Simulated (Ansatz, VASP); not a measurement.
# YAu: VASP beside Ansatz

One calculation is typed for both programs; each brings its own data sets. How far apart do they land? The cell is taken from a series of runs on this material, whose earlier steps may have relaxed, scaled, displaced or heated it; both programs get it as it stands.

Calculated with Ansatz 0.2.0; plane waves, with VASP 6.6.1 beside it; zone-centre phonons at PBEsol.

### 1. Set-up

Symmetry: Pm-3m, No. 221, cubic system. Conventional cell: a = 3.547 Å, b = 3.547 Å, c = 3.547 Å, α = 90.00°, β = 90.00°, γ = 90.00°. Nearest to Y lie 8 Au at 3.07 Å. Nearest to Au lie 8 Y at 3.07 Å. Farther neighbours are not listed.

Structure file:

```cif
data_structure
_symmetry_space_group_name_H-M 'P 1'
_symmetry_Int_Tables_number 1
_cell_length_a 3.5474
_cell_length_b 3.5474
_cell_length_c 3.5474
_cell_angle_alpha 90.000
_cell_angle_beta 90.000
_cell_angle_gamma 90.000
_cell_volume 44.64
loop_
_atom_site_label
_atom_site_type_symbol
_atom_site_fract_x
_atom_site_fract_y
_atom_site_fract_z
_atom_site_occupancy
Y1 Y 0.50000 0.50000 0.50000 1
Au2 Au 0.00000 0.00000 0.00000 1
```

### 2. Ansatz: zone-centre phonons, PBEsol

Ansatz runs on its PAW soft_1 files.

Second derivatives magnify differences that forces hide, and they need a tight electronic threshold.

Input file input.yaml:

```yaml
crystal:
  lattice:
    - [3.5474396325, 0.0, 0.0]
    - [0.0, 3.5474396325, 0.0]
    - [0.0, 0.0, 3.5474396325]
  atoms:
    - { symbol: "Y", position: [0.5, 0.5, 0.5] }
    - { symbol: Au, position: [0.0, 0.0, 0.0] }
kpoints:
  mp_grid: { grid: [16, 16, 16] }
hamiltonian:
  xc: pbesol
  pseudopotentials: { kind: paw, azcp: { folder: soft_1 }, xc_functional: pbe }
scf:
  occupations: { method: fermi_dirac, width: 0.1 }
output:
  eigenvalues: true
phonons:
  method: dfpt
  qpoints:
    - [0, 0, 0]
    - [0.0, 0.0625, 0.0]
    - [0.0, 0.1875, 0.0]
    - [0.0, 0.3125, 0.0]
    - [0.0, 0.4375, 0.0]
```

Started as:

```console
$ ansatz run input.yaml --threads 4 --pin off --max-ram 12288MiB --backend cpu --events-out ev --progress --plain --runs-dir out
```

Numbers of over 12 decimals in the logs are rounded to 6 here.

What it wrote:

```text
Engine: ansatz 0.2.0, aarch64-unknown-linux-gnu
Pseudopotentials: kind: paw
Pseudopotential: Y, paw, valence charge 11, recommended cutoff 420 eV (normal), soft_1/Y.paw.azcp
Pseudopotential: Au, paw, valence charge 19, recommended cutoff 420 eV (normal), soft_1/Au.paw.azcp
Functional definition: PBEsol
  exchange = pbesol_x
  correlation = pbesol_c
Crystal: 2 atoms, lattice volume = 44.642 Å³
Basis set: ecut = 420 eV, 895 PW (Γ), exchange–correlation on 48×48×48 points (8 copies of the dense FFT grid, shifted against one another)
Bands: 19, of which v1, the nominal top of the filled ones, is band 15 counted from 1 (14 counted from 0)
Symmetry: 48 space group operations
k-points: 165 of 4096
Non-local potential: Y, projectors of the file, l = 0: 3, l = 1: 2, l = 2: 2, l = 3: 1
Non-local potential: Au, projectors of the file, l = 0: 3, l = 1: 2, l = 2: 2, l = 3: 1
PAW form: soft (Blöchl's): semilocal exchange-correlation on the pseudo side does not see the compensation charge
PAW frozen core: Y, regenerated for the run's functional, and the local potential with it (the file was generated under x = pbe(κ = 0.804, μ = 0.219515), c = pbe(β = 0.066725))
PAW frozen core: Au, regenerated for the run's functional, and the local potential with it (the file was generated under x = pbe(κ = 0.804, μ = 0.219515), c = pbe(β = 0.066725))
PAW one-centre angular grid: Y, 590 points (default); XC on 64 Gauss nodes
PAW one-centre angular grid: Au, 590 points (default); XC on 64 Gauss nodes
Initial density: superposition of atomic densities (chi_scale 0.1, normalization cell, long waves kept (reshape's long-wave potential 0.00 eV rms))
Initial wavefunctions: pseudopotential atomic-orbital guess
Functional: x = pbesol(κ = 0.804, μ = 0.123457), c = pbesol(β = 0.046)
SCF iter   1: F=—  HF=-16813.473051 eV  |F-HF|=—  |Δ(HF+E_count)|=         —  Δρ=2.71e-1  dr2=6.32e1  ethr=3.10e-3  ⟨swp⟩=4.2  Hψ=12479  notcnv=0
preconditioner: auto → Kerker (q_TF=auto, 2.553 Å⁻¹)  [metal: Δε(μ)=0.001 eV  Ē_g=4.134 eV  σ=0.100 eV  W_gap=0.00  n_scr=18 (ndim 8)  ℏωp=20.8 eV  f_vac=0.000  D(μ)=3.85/eV (n_scr^D=32)]
SCF iter   2: F=—  HF=-16808.829591 eV  |F-HF|=—  |Δ(HF+E_count)|=    4.64e0  Δρ=1.47e-1  dr2=1.99e1  ethr=3.10e-3  ⟨swp⟩=2.1  Hψ=7441  notcnv=0
SCF iter   3: F=—  HF=-16806.283502 eV  |F-HF|=—  |Δ(HF+E_count)|=    2.55e0  Δρ=4.86e-2  dr2=2.61e0  ethr=3.10e-3  ⟨swp⟩=2.8  Hψ=6188  notcnv=0
SCF iter   4: F=—  HF=-16805.706363 eV  |F-HF|=—  |Δ(HF+E_count)|=   5.77e-1  Δρ=8.40e-3  dr2=4.06e-2  ethr=3.10e-3  ⟨swp⟩=2.5  Hψ=5748  notcnv=0
SCF iter   5: F=—  HF=-16805.701423 eV  |F-HF|=—  |Δ(HF+E_count)|=   4.94e-3  Δρ=3.02e-3  dr2=1.01e-2  ethr=1.35e-4  ⟨swp⟩=1.2  Hψ=4217  notcnv=0
SCF iter   6: F=—  HF=-16805.698433 eV  |F-HF|=—  |Δ(HF+E_count)|=   2.99e-3  Δρ=4.58e-4  dr2=7.66e-5  ethr=3.35e-5  ⟨swp⟩=2.0  Hψ=4541  notcnv=0
SCF iter   7: F=—  HF=-16805.698435 eV  |F-HF|=—  |Δ(HF+E_count)|=   1.87e-6  Δρ=9.66e-5  dr2=4.13e-6  ethr=2.55e-7  ⟨swp⟩=2.1  Hψ=4706  notcnv=0
SCF iter   8: F=—  HF=-16805.698431 eV  |F-HF|=—  |Δ(HF+E_count)|=   3.93e-6  Δρ=1.44e-5  dr2=9.53e-8  ethr=1.38e-8  ⟨swp⟩=2.0  Hψ=4040  notcnv=0
SCF iter   9: F=—  HF=-16805.698433 eV  |F-HF|=—  |Δ(HF+E_count)|=   1.73e-6  Δρ=6.28e-6  dr2=4.04e-8  ethr=3.18e-10  ⟨swp⟩=2.0  Hψ=5089  notcnv=0
SCF iter  10: F=—  HF=-16805.698432 eV  |F-HF|=—  |Δ(HF+E_count)|=   9.05e-9  Δρ=2.38e-6  dr2=6.06e-9  ethr=1.35e-10  ⟨swp⟩=1.9  Hψ=3544  notcnv=0
SCF iter  11: F=—  HF=-16805.698432 eV  |F-HF|=—  |Δ(HF+E_count)|=   1.45e-9  Δρ=5.03e-7  dr2=2.86e-10  ethr=2.02e-11  ⟨swp⟩=2.0  Hψ=4223  notcnv=0
SCF iter  12: F=-16805.698432 eV  HF=-16805.698432 eV  |F-HF|=7.28e-12  |Δ(HF+E_count)|=  6.91e-11  Δρ=6.76e-8  dr2=3.79e-12  ethr=1.00e-12  ⟨swp⟩=4.0  Hψ=14638  notcnv=0
the search or the solves at the SCF's close seem to have found levels that the self-consistency loop had missed (the run counts 2). By its estimate they hold under 1e-12 electrons; where the run keeps them, the occupations were computed again with them
SCF 1 converged in 12 iterations: F = -16805.698432 eV  dr2 = 3.79e-12
  greatest PAW one-centre occupation: 1.000 electrons in one spin orbital (limit 2), on the Au atom at site 1 (counted from 0), in its partial waves of l = 0
NSCF: frozen V_eff on 165 k-points
NSCF: frozen V_eff on 405 k-points
DFPT response loops at q = (0, 0, 0) (fractional): preconditioner auto → Kerker (q_TF=auto, 2.553 Å⁻¹) (partly filled bands, converged f_vac=0.000); β = 1.00, the filter's whole step (`scf.mixing.beta` (0.50) is not read by the response loops under this deck's `scf.mixing.preconditioner`; to damp them name `kerker` or `kerker_dos`, under which they read `scf.mixing.beta`, and type it under 1.00, their step now; both keys bind the ground state too); Broyden in place of MSR1
NSCF: frozen V_eff on 2592 k-points
DFPT response loops at q = (0, 0.0625, 0) (fractional): mixed as the last ones told, above
NSCF: frozen V_eff on 2592 k-points
DFPT response loops at q = (0, 0.1875, 0) (fractional): mixed as the last ones told, above
NSCF: frozen V_eff on 2592 k-points
DFPT response loops at q = (0, 0.3125, 0) (fractional): mixed as the last ones told, above
NSCF: frozen V_eff on 2592 k-points
DFPT response loops at q = (0, 0.4375, 0) (fractional): mixed as the last ones told, above
SCF converged after 12 iterations
Free energy (F): -16805.698432 eV
Harris-Foulkes:  -16805.698432 eV  (|F-HF|=7.28e-12)
Internal energy: -16805.658052 eV  (E = F + TS)
E sigma→0 (E₀):  -16805.678242 eV
Entropy (-TS):   -0.040381 eV (-20.190 meV/atom)
Fermi energy:    15.201014 eV
--- Per-component energies (eV) ---
  E_band       = -384.300393
  E_kinetic    = 894.393603
  E_local      = -2749.724268  (includes V_loc(G=0)·N_el)
  E_nonlocal   = 126.373606
  E_hartree    = 1124.444920
  E_xc         = -393.001511
  E_vxc        = -468.138639  (∫ρ·V_xc dr)
  E_paw        = -12352.657727  (= ΣΔE_a)
  E_vpaw       = -436.096233  (= ΣTr[D̂ρ^β])
  E_aug_tail   = 0.001595  (compensation charges beyond the density's cutoff)
  E_ewald      = -3455.946570
  E_core_change = 0.458300  (= ΣΔE_core)
  E_smearing   = -0.040381  (= −TS)
  E_closure    = -0.000000  (closes the sum)
  Σ components = -16805.698432   (vs F -16805.698432, Δ=0.00e0)
--- Band table (eV; the first three rows and the last of 165) ---
  k-point 0: bands = [... 11 lower, 10.7366, 10.7366, 10.7366, 16.1206, 16.1206, 19.7632, 19.7632, 19.7632]
  k-point 1: bands = [... 11 lower, 10.7297, 10.7297, 10.7427, 16.0859, 16.1244, 19.3606, 19.3606, 19.7416]
  k-point 2: bands = [... 11 lower, 10.7104, 10.7104, 10.7603, 15.9865, 16.0977, 18.7165, 18.7165, 19.6805]
  k-point 164: bands = [... 11 lower, 11.4853, 11.4853, 13.3884, 13.3884, 13.3884, 15.1876, 20.7588, 20.7588]
--- Phonons (Γ-DFPT): 2 representative perturbations + reference (Σ response iterations 7) ---
  ASR residual: 1.671e-4 → 0.000e0 eV/Å²; symmetrization residual: 8.648e-6 eV/Å²
  ASR residual per site (eV/Å²): 1.67e-4 9.56e-5
  Γ frequencies (cm⁻¹): 0.00 0.00 0.00 105.69 105.69 105.69
  non-analytic LO–TO correction: not included (Born effective charges unavailable; polar crystals: no LO–TO splitting at Γ)
--- Phonons (arbitrary-q DFPT): 5 explicit q-points ---
  q = [0, 0, 0] (of the zone-centre solve; hermiticity 6.87e-6, symmetrization 3.01e-12): -0.00 0.00 0.00 105.69 105.69 105.69
  q = [0, 0.0625, 0] (4 solved perturbations in 4032 linear systems a pass and spin channel, the states on 1296 of 4096 k-point pairs; hermiticity 4.72e-6, symmetrization 1.04e-11): 11.05 11.05 20.65 105.49 105.49 107.68
  q = [0, 0.1875, 0] (4 solved perturbations in 4032 linear systems a pass and spin channel, the states on 1296 of 4096 k-point pairs; hermiticity 1.27e-5, symmetrization 4.23e-10): 31.72 31.72 52.41 103.64 103.64 126.70
  q = [0, 0.3125, 0] (4 solved perturbations in 4032 linear systems a pass and spin channel, the states on 1296 of 4096 k-point pairs; hermiticity 3.71e-6, symmetrization 1.02e-10): 47.12 47.12 65.57 100.60 100.60 157.69
  q = [0, 0.4375, 0] (4 solved perturbations in 4032 linear systems a pass and spin channel, the states on 1296 of 4096 k-point pairs; hermiticity 1.98e-6, symmetrization 3.88e-11): 55.90 55.90 65.99 97.44 97.44 177.13
  sum rule: each row above includes the acoustic sum rule's correction from the zone centre's row sums; it moved no ω² by more than (0.71 cm⁻¹)²
```

Reading the cycles: dr2 is the Hartree energy of the density residual (eV), the measure of convergence; HF is the Harris–Foulkes estimate of the energy, which meets the free energy F at convergence.

(Part 1 of 2 ends here.)

[Lines on the potential files, build, host, timing and source positions are cut from VASP's logs without a mark.]

[Logs are printed without paths, hosts, clocks, repeated set-up lines and the standing remarks that a program may print on its own settings, such as how far it seeks lower states.]

[Hosts, paths, dates, database ids (printed as entryN), source tags and the programs' standing remarks are cut or masked in the printed files.]
